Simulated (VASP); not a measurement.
A convergence study with VASP on LiBr (rock salt): one setting is varied, all else stays as given below, so the limit is that of these other settings.

```xyz
2
Lattice="0.0000 2.7500 2.7500 2.7500 0.0000 2.7500 2.7500 2.7500 0.0000" Properties=species:S:1:pos:R:3 pbc="T T T"
Li     0.0000     0.0000     0.0000
Br     2.7500     2.7500     2.7500
```

These are PBE GGA, VASP's PBE PAW potentials (set 64) (plane waves; VASP) values and carry that method's errors. The tightest run used: 700 eV cut-off, 17×17×17 Γ-centred mesh, tetrahedra with Blöchl corrections, potentials Li_sv Br.

The reference is 17×17×17 mesh, which took about 40 core-seconds. Costs are core time on shared hosts, one run each; read them as rough ratios.

Task: Of the settings 3×3×3 mesh; 4×4×4 mesh; 5×5×5 mesh; 6×6×6 mesh; 7×7×7 mesh; 8×8×8 mesh; 9×9×9 mesh; 10×10×10 mesh; 11×11×11 mesh; 12×12×12 mesh; 13×13×13 mesh; 14×14×14 mesh; 15×15×15 mesh; 16×16×16 mesh; 17×17×17 mesh, which is the lowest that keeps the difference from the reference in the stress, largest component (GPa) within 0.2 from there on, and what does it cost?

Result: 4×4×4 mesh; its cost over the reference is about 1/7.
```json
[
 {"setting": "3×3×3 mesh", "difference in the stress, largest component (GPa)": "0.81", "cost over the reference": "about 1/8"},
 {"setting": "4×4×4 mesh", "difference in the stress, largest component (GPa)": "0.14", "cost over the reference": "about 1/7"},
 {"setting": "5×5×5 mesh", "difference in the stress, largest component (GPa)": "0.03", "cost over the reference": "about 1/5"},
 {"setting": "6×6×6 mesh", "difference in the stress, largest component (GPa)": "0.00", "cost over the reference": "about 1/3"},
 {"setting": "7×7×7 mesh", "difference in the stress, largest component (GPa)": "0.00", "cost over the reference": "about 1/4"},
 {"setting": "8×8×8 mesh", "difference in the stress, largest component (GPa)": "0.00", "cost over the reference": "about 1/4"},
 {"setting": "9×9×9 mesh", "difference in the stress, largest component (GPa)": "0.00", "cost over the reference": "about 1/3"},
 {"setting": "10×10×10 mesh", "difference in the stress, largest component (GPa)": "0.00", "cost over the reference": "about 1/3"},
 {"setting": "11×11×11 mesh", "difference in the stress, largest component (GPa)": "0.00", "cost over the reference": "within a factor of 2"},
 {"setting": "12×12×12 mesh", "difference in the stress, largest component (GPa)": "0.00", "cost over the reference": "within a factor of 2"},
 {"setting": "13×13×13 mesh", "difference in the stress, largest component (GPa)": "0.00", "cost over the reference": "within a factor of 2"},
 {"setting": "14×14×14 mesh", "difference in the stress, largest component (GPa)": "0.00", "cost over the reference": "within a factor of 2"},
 {"setting": "15×15×15 mesh", "difference in the stress, largest component (GPa)": "0.00", "cost over the reference": "within a factor of 2"},
 {"setting": "16×16×16 mesh", "difference in the stress, largest component (GPa)": "0.00", "cost over the reference": "within a factor of 2"},
 {"setting": "17×17×17 mesh", "difference in the stress, largest component (GPa)": "0.00", "cost over the reference": "reference"}
]
```

Left out are rungs that failed or repeat a setting and relaxations that didn't move; long series are thinned to 24 rows.

The compound is LiBr in the rock salt structure. The cell was not relaxed at this level.
